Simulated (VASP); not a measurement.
# Ca2ZrN2 (I4/mmm) in VASP: further runs, part 3 of 3

VASP 6.6.1.

### Step 5. Relaxation of cell and atoms, PBE

This run uses another cell than the first one, of 16.33 Å³/atom, 0.973 times its volume.

The input, INCAR:

```
SYSTEM = Ca2ZrN2
ALGO = Fast ; EDIFF = 1E-4
EDIFFG = -0.08 ; ENCUT = 520
GGA = PE ; IBRION = 2
ISIF = 3 ; ISMEAR = 0
KPAR = 2 ; LASPH = .TRUE.
LCHARG = .FALSE. ; LREAL = .FALSE.
LWAVE = .FALSE. ; NELM = 60
NSW = 24 ; PREC = Normal
SIGMA = 0.15
```

The input, KPOINTS:

```
k-points
0
G
  5 5 5
  0 0 0
```

The input, POSCAR:

```
Ca2ZrN2
1.0
   -1.8000000000      1.8000000000      6.3000000000
    1.8000000000     -1.8000000000      6.3000000000
    1.8000000000      1.8000000000     -6.3000000000
Ca Zr N
2 1 2
Direct
    0.3400000000      0.3400000000      0.0000000000
    0.6600000000      0.6600000000      0.0000000000
    0.0000000000      0.0000000000      0.0000000000
    0.8400000000      0.8400000000      0.0000000000
    0.1600000000      0.1600000000      0.0000000000
```

Potentials or basis: VASP PAW PBE potentials, release 64 (Ca_sv, Zr_sv, N).

Command:

```bash
cat potpaw_PBE.64/Ca_sv/POTCAR potpaw_PBE.64/Zr_sv/POTCAR potpaw_PBE.64/N/POTCAR > POTCAR
mpirun -np 2 vasp_std > vasp.out
```

OUTCAR:

```text
SYSTEM = Ca2ZrN2
   EDIFF = 1E-4
   EDIFFG = -0.08
   ENCUT = 520
   GGA = PE
   IBRION = 2
   ISIF = 3
   ISMEAR = 0
   LASPH = .TRUE.
   LREAL = .FALSE.
   NELM = 60
   NSW = 24
   PREC = Normal

 ion  position               nearest neighbor table
   1  0.340  0.340  0.000-   5 2.27   3 3.25   3 3.25   3 3.25   3 3.25
   2  0.660  0.660  0.000-   4 2.27   3 3.25   3 3.25   3 3.25   3 3.25
   3  0.000  0.000  0.000-   4 2.02   5 2.02   2 3.25   1 3.25   2 3.25   2 3.25   2 3.25   1 3.25
                             1 3.25   1 3.25
   4  0.840  0.840  0.000-   3 2.02   2 2.27
   5  0.160  0.160  0.000-   3 2.02   1 2.27

  LATTYP: Found a body centered tetragonal cell.
 ALAT       =     3.6000000000
 C/A-ratio  =     3.5000000000

  Lattice vectors:

 A1 = (  -1.8000000000,   1.8000000000,   6.3000000000)
 A2 = (   1.8000000000,  -1.8000000000,   6.3000000000)
 A3 = (   1.8000000000,   1.8000000000,  -6.3000000000)

Analysis of symmetry for initial positions (statically):
=====================================================================
 Subroutine PRICEL returns:
 Original cell was already a primitive cell.

 Routine SETGRP: Setting up the symmetry group for a
 body centered tetragonal supercell.

 Subroutine GETGRP returns: Found 16 space group operations
 (whereof 16 operations were pure point group operations)
 out of a pool of 16 trial point group operations.

The static configuration has the point symmetry D_4h.

Analysis of symmetry for dynamics (positions and initial velocities):
=====================================================================
 Subroutine PRICEL returns:
 Original cell was already a primitive cell.

 Routine SETGRP: Setting up the symmetry group for a
 body centered tetragonal supercell.

 Subroutine GETGRP returns: Found 16 space group operations
 (whereof 16 operations were pure point group operations)
 out of a pool of 16 trial point group operations.

The dynamic configuration has the point symmetry D_4h.

 Subroutine INISYM returns: Found 16 space group operations
[... 134 lines left out ...]
   NGX = 25   NGY = 25   NGZ = 25

--------------------------------------- Ionic step        1  -------------------------------------------

 number of electron      41.9999996 magnetization

 Free energy of the ion-electron system (eV)
  ---------------------------------------------------
  ext. energy  EPLUGINS =         0.00000000
  ---------------------------------------------------
  free energy    TOTEN  =       -32.46939131 eV

  energy without entropy =      -32.44151534  energy(sigma->0) =      -32.45545333

------------------------ aborting loop because EDIFF is reached ----------------------------------------

  FORCE on cell =-STRESS in cart. coord.  units (eV):
  Direction    XX          YY          ZZ          XY          YZ          ZX
  --------------------------------------------------------------------------------------
  -------------------------------------------------------------------------------------
  Total        2.6013489      2.6013489     13.1650104      0.0000000      0.0000000      0.0000000
  in kB       51.0462259     51.0462259    258.3367783      0.0000000      0.0000000      0.0000000
  external PRESSURE =     120.1430767 kB  Pullay stress =       0.0000000 kB
[... 98 lines left out ...]
  FREE ENERGIE OF THE ION-ELECTRON SYSTEM (eV)
  ---------------------------------------------------
  free  energy   TOTEN  =       -32.9749480215 eV

  energy  without entropy=      -32.9599906337  energy(sigma->0) =      -32.96746933

 E-fermi :   4.1720     XC(G=0):  -9.9999

 val. band max:        4.0734292815   @ k =  -0.4000   0.4000   0.2000
 cond. band min:       4.5299450764   @ k =  -0.4000   0.4000   0.4000
 fundamental gap:      0.4565157950
 Fermi energy:         4.1719606962

 k-point     1 :       0.0000    0.0000    0.0000
  band No.  band energies     occupation
      1     -44.3163      2.00000
      2     -35.1730      2.00000
      3     -35.1204      2.00000
      4     -22.4332      2.00000
      5     -22.4332      2.00000
      6     -22.2368      2.00000
[... 493 lines left out ...]
     24       7.2475      0.00000
     25       8.2961      0.00000

[... ionic steps 4 to 13 ...]

--------------------------------------- Ionic step       14  -------------------------------------------

 number of electron      41.9999993 magnetization

------------------------ aborting loop because EDIFF is reached ----------------------------------------
[... 73 lines left out ...]
--------------------------------------- Ionic step       16  -------------------------------------------

 number of electron      41.9999993 magnetization

 Free energy of the ion-electron system (eV)
  ---------------------------------------------------
  ext. energy  EPLUGINS =         0.00000000
  ---------------------------------------------------
  free energy    TOTEN  =       -33.39106931 eV

  energy without entropy =      -33.37632894  energy(sigma->0) =      -33.38369912

 E-fermi :   4.4742     XC(G=0): -10.2141

 val. band max:        4.3709703093   @ k =  -0.4000   0.4000   0.2000
 cond. band min:       4.8223492921   @ k =  -0.4000   0.4000   0.4000
 fundamental gap:      0.4513789828
 Fermi energy:         4.4741810258

 k-point     1 :       0.0000    0.0000    0.0000
  band No.  band energies     occupation
      1     -43.9879      2.00000
      2     -34.6601      2.00000
      3     -34.5938      2.00000
      4     -22.0693      2.00000
      5     -22.0693      2.00000
      6     -21.9195      2.00000
[... 525 lines left out ...]
  FREE ENERGIE OF THE ION-ELECTRON SYSTEM (eV)
  ---------------------------------------------------
  free  energy   TOTEN  =       -33.3910693059 eV

  energy  without entropy=      -33.3763289433  energy(sigma->0) =      -33.38369912

 reached required accuracy - stopping structural energy minimisation
```

CONTCAR:

```text
Ca2ZrN2
   1.00000000000000
    -1.7672573413678021    1.7672573413678021    7.0549569080405767
     1.7672573413678021   -1.7672573413678021    7.0549569080405767
     1.7672573413678021    1.7672573413678021   -7.0549569080405767
  Ca              Zr              N
     2     1     2
Direct
     0.3303547480897374    0.3303547480897374    0.0000000000000000
     0.6696452519102626    0.6696452519102626    0.0000000000000000
     0.0000000000000000    0.0000000000000000    0.0000000000000000
     0.8524068745116463    0.8524068745116463    0.0000000000000000
     0.1475931254883536    0.1475931254883536    0.0000000000000000

  0.00000000E+00  0.00000000E+00  0.00000000E+00
  0.00000000E+00  0.00000000E+00  0.00000000E+00
  0.00000000E+00  0.00000000E+00  0.00000000E+00
  0.00000000E+00  0.00000000E+00  0.00000000E+00
  0.00000000E+00  0.00000000E+00  0.00000000E+00
```

Run time: 2.7 min. Hardware: 2 MPI ranks of Intel Xeon Platinum 8488C (Sapphire Rapids), shared host; peak memory 0.26 GiB.

What came out:

```yaml
Free_energy: -33.3911 eV
Relaxed_volume: 17.63 Å³/atom
Relaxed_cell: a = 7.485 Å, b = 7.485 Å, c = 7.485 Å, α = 152.68°, β = 152.68°, γ = 39.01°
Space_group_after_relaxing_to_0.05_Å: I4/mmm (No. 139)
Energy_gained_by_relaxing: 184.3 meV/atom
Ionic_steps: 16
Pressure_after_relaxing: 0.1 GPa
Largest_force_after_relaxing: 0.079 eV/Å
Band_gap_on_the_k_mesh: none (metal or under the smearing width)
```

Forces in eV/Å, atoms in the order of the input:
```
Ca   0.000  0.000  0.079
Ca   0.000  0.000 -0.079
Zr   0.000  0.000  0.000
N    0.000  0.000  0.048
N    0.000  0.000 -0.048
```

The path:
```
step  energy change (eV)  largest force (eV/Å)  pressure (GPa)  volume (Å³)
   1              0.0000                0.8322           12.01        81.65
   2             -0.2595                2.4184           -8.98        96.70
   3             -0.5056                1.9110           -2.05        90.06
   4             -0.8133                0.5942           -2.35        91.55
   5             -0.8552                0.1479           -2.28        92.22
   6             -0.8561                0.1655           -2.36        92.32
   7             -0.9186                0.0662           -0.32        88.96
   8             -0.9210                0.0985            0.18        88.07
   9             -0.9209                0.1093            0.42        87.97
  10             -0.9205                0.1648           -0.41        88.38
  11             -0.9217                0.0832            0.00        88.17
  12             -0.9217                0.0830           -0.01        88.14
  13             -0.9215                0.0915            0.23        88.06
  14             -0.9217                0.0810            0.13        88.12
  15             -0.9217                0.0825            0.16        88.13
  16             -0.9217                0.0788            0.12        88.14
```

Final structure:
```yaml
crystal:
  lattice:
    - [-1.76726, 1.76726, 7.05496]
    - [1.76726, -1.76726, 7.05496]
    - [1.76726, 1.76726, -7.05496]
  atoms:
    - { symbol: Ca, position: [0.33035, 0.33035, 0.00000] }
    - { symbol: Ca, position: [0.66965, 0.66965, 0.00000] }
    - { symbol: Zr, position: [0.00000, 0.00000, 0.00000] }
    - { symbol: N, position: [0.85241, 0.85241, 0.00000] }
    - { symbol: N, position: [0.14759, 0.14759, 0.00000] }
```

Caveat: the k mesh is coarse (spacing up to 0.49 Å⁻¹), so the values aren't converged; the relaxation stopped at a loose force limit of 0.08 eV/Å, so its end isn't a converged minimum.

### Step 6. Summary

| k mesh | gap on the mesh (eV) | pressure (GPa) | relaxed volume (Å³/atom) | largest force (eV/Å) |
| --- | --- | --- | --- | --- |
| 5 × 5 × 5 | none | 0.1 | 17.63 | 0.08 |
| 4 × 4 × 2 | none | -0.1 | 23.65 | 0.06 |
| 4 × 4 × 4 | none | 0.0 | 29.70 | - |

Alike in all rows: task relaxation of cell and atoms; level PBE; potentials or basis VASP PAW PBE potentials, release 64 (Ca_sv, Zr_sv, N); no spin polarisation; cell relaxed; cutoff (eV) 520; smearing gaussian 0.15 eV; the mesh is coarse, so values aren't converged.

Caveats: all runs use coarse meshes; the relaxation stopped at a loose force limit of 0.08 eV/Å, so its end isn't a converged minimum; the volume moved by over 15 % at a fixed basis, so the end points are rough (some runs).

Total energies depend on the potentials used, so only differences within one code and one set of settings carry meaning.
